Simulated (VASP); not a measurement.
Given:

```xyz
1
Lattice="-3.0369 3.0369 3.0369 3.0369 -3.0369 3.0369 3.0369 3.0369 -3.0369" Properties=species:S:1:pos:R:3 pbc="T T T"
Cs     0.0000     0.0000     0.0000
```

Level of theory: PBE GGA with D4 dispersion, VASP's PBE PAW potentials (set 64) (plane waves; VASP 6.6.1). Numerical set-up: 520 eV cut-off, Gaussian smearing of 0.050 eV, potentials Cs_sv.

Question: Give the energies of bands 5 to 7 at the high-symmetry points, in eV from the Fermi level.

Answer: 
```csv
band,Γ,H,N,P
5,-1.72,0.61,0.01,0.98
6,2.49,0.61,0.89,0.98
7,2.49,3.07,1.63,0.98
```

It has no gap at this level: it comes out as a metal or semimetal.

The compound is Cs in the bcc structure. It was relaxed first.
